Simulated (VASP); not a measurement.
Consider the following.

```
CELL_PARAMETERS angstrom
      3.97946     0.00000     0.00000
      0.00000     3.97946     0.00000
      0.00000     0.00000     3.97946
ATOMIC_POSITIONS crystal
  K  0.00000 0.00000 0.00000
  Zn 0.50000 0.50000 0.50000
  F  0.50000 0.00000 0.50000
  F  0.00000 0.50000 0.50000
  F  0.50000 0.50000 0.00000
```

Calculation: LDA (Ceperley-Alder, Perdew-Zunger), VASP's LDA PAW potentials (set 64) (plane waves; VASP). Settings: 520 eV cut-off, 6×6×6 Γ-centred mesh, Gaussian smearing of 0.010 eV, potentials K_sv Zn F.

Q: Give the electronic dielectric tensor ε∞ (DFPT, local fields included).

A: 
```
2.43  0.00  0.00
0.00  2.43  0.00
0.00  0.00  2.43
```

Q: Give the Born effective charges.

A: 
| atom | Z*xx | Z*yy | Z*zz | mean |
|---|---|---|---|---|
| K1 | 1.20 | 1.20 | 1.20 | 1.20 |
| Zn2 | 2.27 | 2.27 | 2.27 | 2.27 |
| F3 | -0.91 | -1.66 | -0.91 | -1.16 |
| F4 | -1.66 | -0.91 | -0.91 | -1.16 |
| F5 | -0.91 | -0.91 | -1.66 | -1.16 |

The compound is KZnF3 in the cubic perovskite structure. It was relaxed first, which changed the volume by -5 %.
